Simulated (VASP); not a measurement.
# TiPt3 with r2SCAN: from relaxation to properties, part 4 of 4

What structure does TiPt3 take at this level, and what are its properties? The start is a cell from a database of measured crystal structures.

VASP 6.6.1; r2SCAN; plane waves and PAW (Ti_sv, Pt).

So far. Step 9 (Volume scan with r2SCAN (run 3)): The run ends at a pressure of 5.44 GPa. Step 10 (Volume scan with r2SCAN (run 4)): The pressure falls from 5.44 to -0.06 GPa, so it vanishes between these two volumes.

The database entry behind the starting cell is an old determination (1943), so it need not match the best structure at ambient conditions.

### Step 11. Volume scan with r2SCAN (run 5)

INCAR

```
SYSTEM = TiPt3
PREC = Accurate
ENCUT = 400
EDIFF = 1E-06
NELM = 100
ISMEAR = 1
SIGMA = 0.2
LREAL = .FALSE.
ALGO = Normal
METAGGA = R2SCAN
LASPH = .TRUE.
NBANDS = 27
LORBIT = 11
LWAVE = .FALSE.
LCHARG = .FALSE.
KPAR = 4
ISIF = 2
```

POSCAR

```
TiPt3
1.0
    3.9502040930      0.0000000000      0.0000000000
    0.0000000000      3.9502040930      0.0000000000
    0.0000000000      0.0000000000      3.9502040930
Ti Pt
1 3
Direct
    0.0000000000      0.0000000000      0.0000000000
    0.0000000000      0.5000000000      0.5000000000
    0.5000000000      0.0000000000      0.5000000000
    0.5000000000      0.5000000000      0.0000000000
```

KPOINTS

```
Automatic mesh
0
Gamma
7 7 7
0 0 0
```

Potentials, in the order of the species: Ti_sv and Pt (PBE family, release 64).

Started as:

```
$ mpirun -np 4 vasp_std
```

The log of the run:

```text
[... set-up lines as in an earlier step ...]
 entering main loop
       N       E                     dE             d eps       ncg     rms          rms(c)
DAV:   1     0.192207086303E+03    0.19221E+03   -0.18535E+04  1080   0.142E+03
DAV:   2    -0.157623408960E+03   -0.34983E+03   -0.33725E+03  1165   0.391E+02
DAV:   3    -0.185377079824E+03   -0.27754E+02   -0.26620E+02  1415   0.102E+02
DAV:   4    -0.186447582127E+03   -0.10705E+01   -0.10644E+01  1362   0.198E+01
[...]
DAV:  14    -0.171111960797E+03    0.23934E-04   -0.14139E-04  1461   0.685E-02    0.430E-03
DAV:  15    -0.171111962046E+03   -0.12490E-05   -0.44787E-06  1163   0.156E-02    0.348E-03
DAV:  16    -0.171111961397E+03    0.64869E-06   -0.59362E-07   685   0.548E-03
   1 F= -.17111196E+03 E0= -.17111625E+03  d E =0.128701E-01
```

Wall time 28 s (4 MPI ranks of AMD EPYC 7R43, shared host); peak memory 0.55 GiB.

Parts of OUTCAR (step 11):

```text
  Total       -1.9056180     -1.9056180     -1.9056180      0.0000000      0.0000000     -0.0000000
  in kB      -49.5322238    -49.5322238    -49.5322238      0.0000000      0.0000000     -0.0000000
  external PRESSURE =     -49.5322238 kB  Pullay stress =       0.0000000 kB

 POSITION                                       TOTAL-FORCE (eV/Angst)
 -----------------------------------------------------------------------------------
      0.00000      0.00000      0.00000         0.000000      0.000000      0.000000
      0.00000      1.97510      1.97510         0.000000      0.000000      0.000000
      1.97510      0.00000      1.97510         0.000000      0.000000      0.000000
      1.97510      1.97510      0.00000         0.000000      0.000000      0.000000
 -----------------------------------------------------------------------------------
    total drift:                                0.000000      0.000000      0.000000

  FREE ENERGIE OF THE ION-ELECTRON SYSTEM (eV)
  ---------------------------------------------------
  free  energy   TOTEN  =      -171.1119613972 eV

  energy  without entropy=     -171.1248314789  energy(sigma->0) =     -171.11625142

[... 1 part as in an earlier step ...]

[... 2 further parts left out ...]
[key lines of the parts left out:]
E-fermi :  11.0793
```

The pressure falls from -0.06 to -4.95 GPa.

The run ends at a pressure of -4.95 GPa.

### Step 12. Volume scan with r2SCAN (run 6)

INCAR is that of step 11.

POSCAR

```
TiPt3
1.0
    3.9758554877      0.0000000000      0.0000000000
    0.0000000000      3.9758554877      0.0000000000
    0.0000000000      0.0000000000      3.9758554877
Ti Pt
1 3
Direct
    0.0000000000      0.0000000000      0.0000000000
    0.0000000000      0.5000000000      0.5000000000
    0.5000000000      0.0000000000      0.5000000000
    0.5000000000      0.5000000000      0.0000000000
```

KPOINTS is that of step 11.

Started as:

```
$ mpirun -np 4 vasp_std
```

The log of the run:

```text
[... set-up lines as in an earlier step ...]
 entering main loop
       N       E                     dE             d eps       ncg     rms          rms(c)
DAV:   1     0.190249031920E+03    0.19025E+03   -0.18340E+04  1080   0.142E+03
DAV:   2    -0.159536478595E+03   -0.34979E+03   -0.33690E+03  1157   0.387E+02
DAV:   3    -0.185686053326E+03   -0.26150E+02   -0.25098E+02  1420   0.100E+02
DAV:   4    -0.186580550866E+03   -0.89450E+00   -0.88828E+00  1406   0.179E+01
[...]
DAV:  14    -0.171060010303E+03    0.28495E-04   -0.15143E-04  1450   0.696E-02    0.530E-03
DAV:  15    -0.171060012619E+03   -0.23160E-05   -0.55562E-06  1204   0.173E-02    0.446E-03
DAV:  16    -0.171060011897E+03    0.72143E-06   -0.86008E-07   674   0.643E-03
   1 F= -.17106001E+03 E0= -.17106453E+03  d E =0.135656E-01
```

Run time: 28 s. Hardware: 4 MPI ranks; peak memory 0.55 GiB; 1.8 min of CPU time.

From OUTCAR (step 12):

```text
  Total       -3.6409203     -3.6409203     -3.6409203      0.0000000      0.0000000     -0.0000000
  in kB      -92.8175249    -92.8175249    -92.8175249      0.0000000      0.0000000     -0.0000000
  external PRESSURE =     -92.8175249 kB  Pullay stress =       0.0000000 kB

 POSITION                                       TOTAL-FORCE (eV/Angst)
 -----------------------------------------------------------------------------------
      0.00000      0.00000      0.00000         0.000000      0.000000      0.000000
      0.00000      1.98793      1.98793         0.000000      0.000000      0.000000
      1.98793      0.00000      1.98793         0.000000      0.000000      0.000000
      1.98793      1.98793      0.00000         0.000000      0.000000      0.000000
 -----------------------------------------------------------------------------------
    total drift:                                0.000000      0.000000      0.000000

  FREE ENERGIE OF THE ION-ELECTRON SYSTEM (eV)
  ---------------------------------------------------
  free  energy   TOTEN  =      -171.0600118975 eV

  energy  without entropy=     -171.0735774897  energy(sigma->0) =     -171.06453376

[... 1 part as in an earlier step ...]

[... 2 further parts left out ...]
[key lines of the parts left out:]
E-fermi :  10.7397
```

The pressure falls from -4.95 to -9.28 GPa.

The run ends at a pressure of -9.28 GPa.

### Step 13. Volume scan with r2SCAN (run 7)

A prediction first. A parabola through the 6 pressures of evenly scaled cells so far, P = -0.08 -260.5 t +674 t² GPa with t = ln(V/V₁) and V₁ the volume at scale 1, gives -12.97 GPa at t = +0.0583.

INCAR is that of step 12.

POSCAR

```
TiPt3
1.0
    4.0011800908      0.0000000000      0.0000000000
    0.0000000000      4.0011800908      0.0000000000
    0.0000000000      0.0000000000      4.0011800908
Ti Pt
1 3
Direct
    0.0000000000      0.0000000000      0.0000000000
    0.0000000000      0.5000000000      0.5000000000
    0.5000000000      0.0000000000      0.5000000000
    0.5000000000      0.5000000000      0.0000000000
```

KPOINTS is that of step 12.

Started as:

```
$ mpirun -np 4 vasp_std
```

The log of the run:

```text
[... set-up lines as in an earlier step ...]
 entering main loop
       N       E                     dE             d eps       ncg     rms          rms(c)
DAV:   1     0.185774714005E+03    0.18577E+03   -0.18457E+04  1080   0.140E+03
DAV:   2    -0.160623268511E+03   -0.34640E+03   -0.33447E+03  1181   0.385E+02
DAV:   3    -0.185829283946E+03   -0.25206E+02   -0.24071E+02  1479   0.972E+01
DAV:   4    -0.186663762241E+03   -0.83448E+00   -0.83076E+00  1338   0.172E+01
[...]
DAV:  14    -0.170977233229E+03    0.36560E-04   -0.18817E-04  1433   0.759E-02    0.689E-03
DAV:  15    -0.170977236624E+03   -0.33941E-05   -0.91020E-06  1274   0.212E-02    0.566E-03
DAV:  16    -0.170977235881E+03    0.74291E-06   -0.11924E-06   756   0.734E-03
   1 F= -.17097724E+03 E0= -.17098199E+03  d E =0.142632E-01
```

Elapsed: 30 s, on 4 MPI ranks; peak memory 0.55 GiB; 1.9 min of CPU time.

From OUTCAR (step 13):

```text
  Total       -5.2398380     -5.2398380     -5.2398380      0.0000000     -0.0000000      0.0000000
  in kB     -131.0581838   -131.0581838   -131.0581838      0.0000000     -0.0000000      0.0000000
  external PRESSURE =    -131.0581838 kB  Pullay stress =       0.0000000 kB

 POSITION                                       TOTAL-FORCE (eV/Angst)
 -----------------------------------------------------------------------------------
      0.00000      0.00000      0.00000         0.000000      0.000000      0.000000
      0.00000      2.00059      2.00059         0.000000      0.000000      0.000000
      2.00059      0.00000      2.00059         0.000000      0.000000      0.000000
      2.00059      2.00059      0.00000         0.000000      0.000000      0.000000
 -----------------------------------------------------------------------------------
    total drift:                                0.000000      0.000000      0.000000

  FREE ENERGIE OF THE ION-ELECTRON SYSTEM (eV)
  ---------------------------------------------------
  free  energy   TOTEN  =      -170.9772358806 eV

  energy  without entropy=     -170.9914991301  energy(sigma->0) =     -170.98199030

[... 1 part as in an earlier step ...]

[... 2 further parts left out ...]
[key lines of the parts left out:]
E-fermi :  10.4138
```

The pressure falls from -9.28 to -13.11 GPa. The parabola predicted -12.97 GPa, +0.13 GPa off.

### Step 14. Side by side

Times are for 4 MPI ranks of AMD EPYC 7R43, shared host. The series side by side:

```csv
no.,volume scale,energy above the lowest point (meV/atom),pressure (GPa),time,memory (GiB)
1,0.94,51.23,18.64,30 s,0.56
2,0.96,22.19,11.65,30 s,0.55
3,0.98,5.56,5.441,29 s,0.56
4,1,0,-0.05851,28 s,0.54
5,1.02,4.28,-4.953,28 s,0.55
6,1.04,17.21,-9.282,28 s,0.55
7,1.06,37.85,-13.11,30 s,0.55
```

### Step 15. Fit for r2SCAN

This step: Birch-Murnaghan fit, r2SCAN; plane waves and PAW (VASP 6.6.1).

No new run; the numbers come from the runs before.

Numbers from this step:

```
pressure derivative of the bulk modulus : 5.016
r.m.s. error of the fit                 : 1.37e-5 eV/atom
minimum inside the sampled range        : yes
bulk modulus                            : 258.3 GPa
equilibrium volume of the fit           : 15.12 Å³/atom
```

The energy above the fitted minimum by volume:

```csv
volume (Å³/atom),energy above the fitted minimum (eV/atom)
14.201,0.0512
14.503,0.0222
14.806,0.00555
15.108,-7.9e-6
15.410,0.00428
15.712,0.0172
16.014,0.0378
```

The fitted volume lies +0.09 % from the relaxed one.

### Step 16. Optical spectrum (r2SCAN)

This step: r2SCAN; plane waves and PAW (Ti_sv, Pt) (VASP 6.6.1).

LOPTICS sums transitions from filled to empty bands. The mesh is finer than in the run before. NBANDS is raised for it.

Changes to INCAR since step 13:

```diff
@@ -11,3 +11,3 @@
 LASPH = .TRUE.
-NBANDS = 27
+NBANDS = 53
 LORBIT = 11
@@ -16,2 +16,4 @@
 KPAR = 4
-ISIF = 2
+LOPTICS = .TRUE.
+NEDOS = 1500
+CSHIFT = 0.1
```

POSCAR

```
TiPt3
1.0
    3.9242151558      0.0000000000      0.0000000000
    0.0000000000      3.9242151558      0.0000000000
    0.0000000000      0.0000000000      3.9242151558
Ti Pt
1 3
Direct
    0.0000000000      0.0000000000      0.0000000000
    0.0000000000      0.5000000000      0.5000000000
    0.5000000000      0.0000000000      0.5000000000
    0.5000000000      0.5000000000      0.0000000000
```

KPOINTS

```
Automatic mesh
0
Gamma
10 10 10
0 0 0
```

Started as:

```
$ mpirun -np 4 vasp_std
```

The log of the run:

```text
[... set-up lines as in an earlier step ...]
 entering main loop
       N       E                     dE             d eps       ncg     rms          rms(c)
DAV:   1     0.170419246341E+03    0.17042E+03   -0.15403E+04  5936   0.729E+02
DAV:   2    -0.164595361843E+03   -0.33501E+03   -0.30779E+03  6256   0.227E+02
DAV:   3    -0.185850996677E+03   -0.21256E+02   -0.20631E+02  7075   0.604E+01
DAV:   4    -0.186316201828E+03   -0.46521E+00   -0.46393E+00  6856   0.843E+00
DAV:   5    -0.186323606299E+03   -0.74045E-02   -0.74036E-02  7529   0.110E+00    0.227E+01
DAV:   6    -0.171224074534E+03    0.15100E+02   -0.53829E+00  6613   0.202E+01    0.895E+00
DAV:   7    -0.171779473518E+03   -0.55540E+00   -0.60103E+00  7656   0.102E+01    0.896E+00
DAV:   8    -0.171121495984E+03    0.65798E+00   -0.14029E+00  7311   0.513E+00    0.355E+00
DAV:   9    -0.171154616848E+03   -0.33121E-01   -0.86771E-02  7387   0.151E+00    0.115E+00
DAV:  10    -0.171143057416E+03    0.11559E-01   -0.11272E-01  7063   0.149E+00    0.561E-01
DAV:  11    -0.171139671123E+03    0.33863E-02   -0.20181E-02  7238   0.471E-01    0.142E-01
DAV:  12    -0.171139476633E+03    0.19449E-03   -0.11031E-03  7068   0.129E-01    0.369E-02
DAV:  13    -0.171139515290E+03   -0.38656E-04   -0.15763E-04  7641   0.588E-02    0.493E-02
DAV:  14    -0.171139488474E+03    0.26816E-04   -0.14590E-04  7611   0.439E-02    0.871E-03
DAV:  15    -0.171139488897E+03   -0.42391E-06   -0.51633E-06  6821   0.937E-03
   1 F= -.17113949E+03 E0= -.17114414E+03  d E =0.139417E-01
 optical routines
 imaginary and real dielectric function
 direction            1
 direction            2
 direction            3
```

Wall time 2.7 min (4 MPI ranks); peak memory 1.2 GiB; 11 min of CPU time.

Parts of OUTCAR (step 16):

```text
   k-points           NKPTS =     56   k-points in BZ     NKDIM =     56   number of bands    NBANDS=     53

   NELECT =      42.0000    total number of electrons

 E-fermi :  11.4187

 k-point     1 :       0.0000    0.0000    0.0000
  band No.  band energies     occupation
    ...
     16       9.6131      2.00000
     17      10.7883      2.00008
     18      11.4052      1.11395
     19      11.4052      1.11395
     20      11.4052      1.11395
     21      12.8244     -0.00000
     22      12.8244     -0.00000
     23      13.0059     -0.00000
     24      13.0059     -0.00000
     25      13.0059     -0.00000
    ...

  Total       -0.0429599     -0.0429599     -0.0429599      0.0000000      0.0000000     -0.0000000
  in kB       -1.1389771     -1.1389771     -1.1389771      0.0000000      0.0000000     -0.0000000
  external PRESSURE =      -1.1389771 kB  Pullay stress =       0.0000000 kB

  FREE ENERGIE OF THE ION-ELECTRON SYSTEM (eV)
  ---------------------------------------------------
  free  energy   TOTEN  =      -171.1394888975 eV

  energy  without entropy=     -171.1534305981  energy(sigma->0) =     -171.14413613

 plasma frequency squared (from intraband transitions) (eV^2)
  --------------------------------------------------------------------------------------
       3.427       0.000      -0.000
       0.000       3.427       0.000
      -0.000       0.000       3.427

[... 8 parts as in an earlier step ...]

[... 9 further parts left out ...]
```

These are independent-particle spectra without excitons or local fields, and fine structure depends on the mesh and on CSHIFT. The intraband (Drude) part is not in this spectrum.

Numbers from this step:

| Property | Result |
| --- | --- |
| SCF cycles | 15 |
| bands | 53 |
| irreducible k-points | 56 |
| free energy (TOTEN) | -171.1395 eV |
| energy at zero smearing | -171.1441 eV |
| Fermi energy | 11.42 eV |
| pressure | -0.1139 GPa |

The imaginary dielectric function, xx has structure finer than the step of the table below, so its rows give means over 1 eV, whole bins alone (the curve runs from 0 to 25.0 eV). Peaks (eV: height): 0.1: 37.7, 2.6: 41.8.

The imaginary dielectric function, xx by photon energy; means over each step:

```csv
photon energy (eV),"imaginary dielectric function, xx"
1,28.9
2,36.9
3,31.6
4,13.8
5,7.54
6,5.55
7,4.74
8,4.42
9,3.74
10,3.29
11,2.38
12,2.16
13,2.16
14,2.01
15,1.93
16,1.84
17,1.96
18,2.32
19,2.95
20,3.43
21,2.02
22,1.76
23,1.60
24,1.18
```

Table of real dielectric function, xx by photon energy:

```csv
photon energy (eV),"real dielectric function, xx"
0,98.8
1,33.8
2,22.5
3,-8.76
4,-8.76
5,-4.33
6,-2.35
7,-1.39
8,-0.597
9,-0.348
10,-0.960
11,-0.411
12,0.115
13,0.447
14,0.375
15,0.562
16,0.485
17,0.899
18,0.995
19,1.22
20,-0.296
21,-0.865
22,-0.319
23,-0.542
24,-0.605
```

### Step 17. Summary of results

- relaxed volume: 15.11 Å³/atom
- relaxed conventional cell a, b, c: 3.924, 3.924, 3.924 Å
- space group after relaxing, within 0.02 Å: Pm-3m (No. 221)
- band gap: none, a metal
- DOS at the Fermi level: 0.897 states/eV/cell
- bulk modulus from the fit: 258 GPa
- volume from the fit: 15.1 Å³/atom

What this shows: With r2SCAN, TiPt3 relaxes to 15.11 Å³/atom in space group Pm-3m (held by the symmetry of the run), comes out as a metal and has a bulk modulus of 258 GPa. Against the listed cell the volume lies +2.1 %. Band structure (r2SCAN): Of the bands kept, 3 cross the Fermi level on this path. Spin-orbit coupling is left out, and with elements this heavy it would split and shift bands near the Fermi level. The k-sampling is coarse for a metal, so the Fermi level, pressures and the shape of the cell carry errors. No search among competing phases was made, and a listed structure need not be the one stable at ambient conditions. All values are for a static lattice at zero temperature.

[Lines on the potential files, build, host, timing and source positions are cut from VASP's logs without a mark.]

[Logs are printed without paths, hosts, clocks, repeated set-up lines and the standing remarks that a program may print on its own settings, such as how far it seeks lower states.]

[Hosts, paths, dates, database ids (printed as entryN), source tags and the programs' standing remarks are cut or masked in the printed files.]

[A measured line is paired with the nearest computed mode of its activity, which favours agreement.]
